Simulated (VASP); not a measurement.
Data:

```xyz
4
Lattice="1.6591 -5.1246 0.0000 1.6591 5.1246 0.0000 0.0000 0.0000 4.1983" Properties=species:S:1:pos:R:3 pbc="T T T"
P      1.6591     4.0425     3.8912
P      1.6591     1.0820     1.7920
P      1.6591    -1.0820     2.4062
P      1.6591    -4.0425     0.3071
```

Level of theory: PBEsol GGA, VASP's PBE PAW potentials (set 64) (plane waves; VASP). Numerical set-up: 520 eV cut-off, 11×11×8 Γ-centred mesh, tetrahedra with Blöchl corrections, potentials P.

Without a dispersion term in the relaxation, distances and binding between the weakly bound layers, chains or molecules are unreliable, and so is what depends on them.

Task: The job: P (black), 4 atoms, PBEsol, static run, 520 eV, 11×11×8 Γ-centred mesh. Roughly how much core time does it take on a busy server core?

Result: About 90 core-seconds (one run on a shared machine, a rough figure). It had 180 irreducible k-points, 14 bands, up to 1942 plane waves and 14 electronic steps.

The compound is P in the black structure. It was relaxed first, which changed the volume by -6 %.
